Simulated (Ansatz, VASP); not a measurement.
# GaN: VASP beside Ansatz, part 2 of 2

Wanted: the spread between two codes on one cell, functional and k mesh. The cell is taken from a series of runs on this material, whose earlier steps may have relaxed, scaled, displaced or heated it; both programs get it as it stands.

VASP 6.6.1 and Ansatz 0.2.0.

So far: Starting point; VASP: zone-centre phonons, LDA.

**3. Ansatz: zone-centre phonons, LDA**

Level of this step: Ansatz beside VASP: Kohn-Sham DFT, plane waves, LDA (Ansatz).

Ansatz runs on norm-conserving files, of PseudoDojo where its log says so.

The same cell, functional (in two slightly different forms) and mesh now go to Ansatz.

File input.yaml:

```yaml
crystal:
  lattice:
    - [0.0, 2.226519994, 2.226519994]
    - [2.226519994, 0.0, 2.226519994]
    - [2.226519994, 2.226519994, 0.0]
  atoms:
    - { symbol: Ga, position: [0.0, 0.0, 0.0] }
    - { symbol: "N", position: [0.75, 0.75, 0.75] }
kpoints:
  mp_grid: { grid: [10, 10, 10] }
hamiltonian:
  xc: lda
  pseudopotentials: { kind: nc, accuracy: standard }
scf:
  occupations: { method: fixed }
output:
  eigenvalues: true
basis:
  ecutwfc: 1142.88
phonons:
  method: dfpt
  dielectric: true
  rigid_motions: translations
```

Command:

```console
ansatz run input.yaml --threads 4 --pin off --max-ram 9216MiB --backend cpu --events-out ev --progress --plain --runs-dir out
```

What it wrote:

```text
Engine: ansatz 0.2.0, aarch64-unknown-linux-gnu
Pseudopotentials: kind: nc
Pseudopotential: Ga, nc, valence charge 13, recommended cutoff 1088.45545 eV (normal), Ga.nc.azcp (PseudoDojo's, or run here from an input of PseudoDojo's; its table is named by hamiltonian.pseudopotentials.accuracy)
Pseudopotential: N, nc, valence charge 5, recommended cutoff 1142.878222 eV (normal), N.nc.azcp (PseudoDojo's, or run here from an input of PseudoDojo's; its table is named by hamiltonian.pseudopotentials.accuracy)
Functional definition: SPW92
  exchange = slater_x
  correlation = pw_c
Crystal: 2 atoms, lattice volume = 22.075 Å³
Basis set: ecut = 1142.88 eV, 1917 PW (Γ), exchange–correlation on 72×72×72 points (8 copies of the dense FFT grid, shifted against one another)
Bands: 13, of which v1, the nominal top of the filled ones, is band 9 counted from 1 (8 counted from 0)
Symmetry: 24 space group operations
k-points: 171 of 1000 (irreducible under 4 space group operations, time reversal used)
Non-local potential: Ga, projectors of the file, l = 0: 2, l = 1: 2, l = 2: 2
Non-local potential: N, projectors of the file, l = 0: 2, l = 1: 2
Initial density: superposition of atomic densities (chi_scale 0.1, normalization cell, long waves kept (reshape's long-wave potential 0.00 eV rms))
Initial wavefunctions: pseudopotential atomic-orbital guess
Functional: x = slater, c = lda
SCF iter   1: F=—  HF=-2361.877029 eV  |F-HF|=—  |Δ(HF+E_count)|=         —  Δρ=9.21e-2  dr2=2.08e0  ethr=3.10e-3  ⟨swp⟩=5.5  Hψ=11184  notcnv=0  defer=340
preconditioner: auto → none  [insulator: Δε(μ)=2.852 eV  Ē_g=19.297 eV  n_scr=8 (ndim 8)  ℏωp=33.5 eV  f_vac=0.000  ε∞_Penn≈4.0]
SCF iter   2: F=—  HF=-2361.372901 eV  |F-HF|=—  |Δ(HF+E_count)|=   5.04e-1  Δρ=5.37e-2  dr2=3.99e-1  ethr=3.10e-3  ⟨swp⟩=2.7  Hψ=5073  notcnv=0  defer=335
SCF iter   3: F=—  HF=-2361.265196 eV  |F-HF|=—  |Δ(HF+E_count)|=   1.08e-1  Δρ=1.58e-2  dr2=2.98e-2  ethr=2.22e-3  ⟨swp⟩=2.2  Hψ=3134  notcnv=0  defer=339
SCF iter   4: F=—  HF=-2361.257225 eV  |F-HF|=—  |Δ(HF+E_count)|=   7.97e-3  Δρ=2.82e-3  dr2=6.87e-4  ethr=1.66e-4  ⟨swp⟩=2.0  Hψ=3011  notcnv=0  defer=340
SCF iter   5: F=—  HF=-2361.257094 eV  |F-HF|=—  |Δ(HF+E_count)|=   1.31e-4  Δρ=2.69e-4  dr2=4.42e-6  ethr=3.82e-6  ⟨swp⟩=2.0  Hψ=3990  notcnv=0  defer=340
SCF iter   6: F=—  HF=-2361.257096 eV  |F-HF|=—  |Δ(HF+E_count)|=   1.29e-6  Δρ=8.56e-5  dr2=6.39e-7  ethr=2.45e-8  ⟨swp⟩=2.5  Hψ=3716  notcnv=0  defer=11
SCF iter   7: F=—  HF=-2361.257093 eV  |F-HF|=—  |Δ(HF+E_count)|=   2.39e-6  Δρ=2.26e-5  dr2=4.35e-8  ethr=3.55e-9  ⟨swp⟩=2.0  Hψ=3148  notcnv=0
SCF iter   8: F=—  HF=-2361.257093 eV  |F-HF|=—  |Δ(HF+E_count)|=   1.34e-8  Δρ=2.09e-6  dr2=3.13e-10  ethr=2.41e-10  ⟨swp⟩=2.8  Hψ=3571  notcnv=0
SCF iter   9: F=-2361.257093 eV  HF=-2361.257093 eV  |F-HF|=9.09e-13  |Δ(HF+E_count)|=  1.71e-10  Δρ=1.57e-7  dr2=1.73e-12  ethr=1.00e-12  ⟨swp⟩=8.8  Hψ=13807  notcnv=0
SCF 1 converged in 9 iterations: F = -2361.257093 eV  dr2 = 1.73e-12
NSCF: frozen V_eff on 2 k-points
DFPT response loops at Γ: preconditioner auto → none (the input reference at scf.mixing.eps_inf says where Resta's filter doesn't serve); β = 0.50; Broyden in place of MSR1
── the response to a field inside a basis, on 10×10×10 k-points: an SCF that follows is theirs, and a resumed run solves both again ──
Bands: 10, of which v1, the nominal top of the filled ones, is band 9 counted from 1 (8 counted from 0)
k-points: 110 of 1000 (irreducible under 6 space group operations, time reversal used)
Initial density: handed on by an earlier stage of this run
Initial wavefunctions: pseudopotential atomic-orbital guess (no wavefunctions were taken with the density)
Eigensolver: Dense (110 Hₖ)
SCF iter   1: F=—  HF=-2361.253382 eV  |F-HF|=—  |Δ(HF+E_count)|=         —  Δρ=1.32e-4  dr2=4.23e-7  ethr=1.00e-1
preconditioner: auto → none  [insulator: Δε(μ)=2.307 eV  Ē_g=15.480 eV  n_scr=8 (ndim 8)  ℏωp=33.5 eV  f_vac=0.000  ε∞_Penn≈5.7]
SCF iter   2: F=-2361.253383 eV  HF=-2361.253383 eV  |F-HF|=1.28e-7  |Δ(HF+E_count)|=   3.18e-7  Δρ=5.99e-5  dr2=7.07e-8  ethr=2.35e-9
SCF 1 converged in 2 iterations: F = -2361.253383 eV  dr2 = 7.07e-8
DFPT response loops at Γ: mixed as the last ones told, above
WARN: field response: ε∞ stands inside a basis, on 10×10×10 points; the force constants stand on the 10×10×10 k-mesh, whose period is 13.28 times the interband length at k = (0.0000, 0.0000, 0.0000), direct gap 2.009 eV, under 14: take them and everything formed from them as unconverged, and compare with a denser kpoints.mp_grid
SCF converged after 9 iterations
Free energy (F): -2361.257093 eV
Harris-Foulkes:  -2361.257093 eV  (|F-HF|=9.09e-13)
Internal energy: -2361.257093 eV  (E = F + TS)
E sigma→0 (E₀):  -2361.257093 eV
Fermi energy:    10.814987 eV
--- Per-component energies (eV) ---
  E_band       = 12.760027
  E_kinetic    = 1904.887569
  E_local      = -1527.619700  (includes V_loc(G=0)·N_el)
  E_nonlocal   = -1070.174394
  E_hartree    = 582.893488
  E_xc         = -644.572819
  E_vxc        = -460.120398  (∫ρ·V_xc dr)
  E_ewald      = -1606.671237
  E_smearing   = -0.000000  (= −TS)
  E_closure    = -0.000000  (closes the sum)
  Σ components = -2361.257093   (vs F -2361.257093, Δ=0.00e0)
--- Band table (eV; the first three rows and the last of 171) ---
  k-point 0: bands = [... 5 lower, -2.5252, 10.8150, 10.8150, 10.8150, 12.8243, 21.2006, 21.2006, 21.2006]
  k-point 1: bands = [... 5 lower, -2.5267, 9.7411, 10.7020, 10.7020, 13.6300, 20.6959, 21.3707, 21.3707]
  k-point 2: bands = [... 5 lower, -2.5255, 7.8787, 10.4247, 10.4247, 14.6875, 19.9108, 21.6417, 21.6417]
  k-point 170: bands = [... 5 lower, -0.3864, 4.7934, 6.6289, 7.7323, 17.1307, 19.0825, 20.9130, 22.5949]
--- Phonons (Γ-DFPT): 2 representative perturbations + reference, on 171 of 1000 k-points (Σ response iterations 6) ---
  k mesh reduced under 4 symmetry operations, with k and −k counted as one. Each operation leaves every solved perturbation unchanged. A smaller set is not considered because the run solves the response to a homogeneous field
  ASR residual: 1.727e-4 → 0.000e0 eV/Å²; symmetrization residual: 2.185e-6 eV/Å²
  ASR residual per site (eV/Å²): 1.07e-4 1.73e-4
  Γ frequencies (cm⁻¹): 0.00 0.00 0.00 553.78 553.78 553.78
  ε∞ (high-frequency dielectric tensor):
        5.755643    -0.000000    -0.000000
       -0.000000     5.755643     0.000000
       -0.000000     0.000000     5.755643
  ε⁰ (static dielectric tensor: ions relaxed, cell fixed):
       10.116621    -0.000000    -0.000000
       -0.000000    10.116621     0.000000
       -0.000000     0.000000    10.116621
  ε⁰ − ε∞ (ionic part):
        4.360978    -0.000000    -0.000000
       -0.000000     4.360978     0.000000
       -0.000000     0.000000     4.360978
  softest optical mode at Γ: 553.78 cm⁻¹; the repairs (sum rule, projections) moved no ω² at Γ by more than (1.90 cm⁻¹)²
  Born effective charges Z* (e; rows j = field, columns β = displacement):
    site 0:
         2.64540    0.00000   -0.00000
        -0.00000    2.64540    0.00000
        -0.00000    0.00000    2.64540
    site 1:
        -2.64540   -0.00000    0.00000
         0.00000   -2.64540   -0.00000
         0.00000   -0.00000   -2.64540
  Z* charge neutrality: 1.357e-3 e pre-enforcement
  solved inside a basis spanned on kpoints, on 10×10×10 k-points, its susceptibility summed on 14×14×14: ε∞ is read to err by 1.5e-2, Z* by 1.4e-2 e (field_mesh: kpoints solves on kpoints); Z* is corrected for what the basis lacks
  optical modes at Γ without the LO–TO term, one row a degenerate level:
      ω (cm⁻¹)  modes    IR ((D/Å)²/amu)
        553.78      3            41.5267
  optical modes at Γ + LO–TO along q̂ = [1.0000, 0.0000, 0.0000]:
      ω (cm⁻¹)  modes    IR ((D/Å)²/amu)
        553.78      2            27.6845
        734.19      1            13.8422
  optical modes at Γ + LO–TO along q̂ = [0.0000, 1.0000, 0.0000]:
      ω (cm⁻¹)  modes    IR ((D/Å)²/amu)
        553.78      2            27.6845
        734.19      1            13.8422
  optical modes at Γ + LO–TO along q̂ = [0.0000, 0.0000, 1.0000]:
      ω (cm⁻¹)  modes    IR ((D/Å)²/amu)
        553.78      2            27.6845
        734.19      1            13.8422
```

The column dr2 measures how far the density is from self-consistency, as an energy; F and HF (Harris–Foulkes) agree once it is small.

**4. Side by side**

Known differences besides the potentials themselves: the two LDA forms differ slightly; fixed occupations in Ansatz, narrow Gaussian smearing in VASP; VASP's response is taken on the typed mesh, Ansatz refines its own for the field response alone; the cutoff is 1142.88 eV in Ansatz and 600 eV in VASP; VASP's log shows a relativistic correction to its local exchange, Ansatz's none; VASP's log repeats an internal error in its field response. Total energies have different zeros and are not compared.

Both answers:

```
                                     quantity  Ansatz   VASP  difference
                                        ε∞ xx    5.76   5.75     +0.14 %
                                        ε∞ yy    5.76   5.75     +0.14 %
                                        ε∞ zz    5.76   5.75     +0.14 %
Born charge of Ga1 (mean of the diagonal) (e)    2.65   2.63       +0.02
 Born charge of N2 (mean of the diagonal) (e)   -2.65  -2.63       -0.02
                   optical mode 1 to 3 (cm⁻¹)   553.8  558.7     -0.88 %
```

Modes are paired by rising frequency, not by their patterns, so a pair may set unlike modes beside each other; they are those without the splitting of longitudinal modes.

**5. Results**

| Quantity | Value |
| --- | --- |
| r.m.s. difference of the optical zone-centre modes, each program's sorted by frequency (zone-centre phonons, LDA) | 4.9 cm⁻¹ |
| difference in optical mode 1 to 3 (zone-centre phonons, LDA) | -0.9 % |

**Reading.** The r.m.s. difference of the optical zone-centre modes, each program's sorted by frequency is 4.9 cm⁻¹ (zone-centre phonons, LDA). Among the rows given in per cent, the largest difference of the zone-centre phonons, LDA pair is in optical mode 1 to 3, -0.9 %. Such differences can come from data sets, numerical settings and the points named under the comparisons, not from the functional's error against experiment.

[Lines on the potential files, build, host, timing and source positions are cut from VASP's logs without a mark.]

[Logs are printed without paths, hosts, clocks, repeated set-up lines and the standing remarks that a program may print on its own settings, such as how far it seeks lower states.]

[Hosts, paths, dates, database ids (printed as entryN), source tags and the programs' standing remarks are cut or masked in the printed files.]
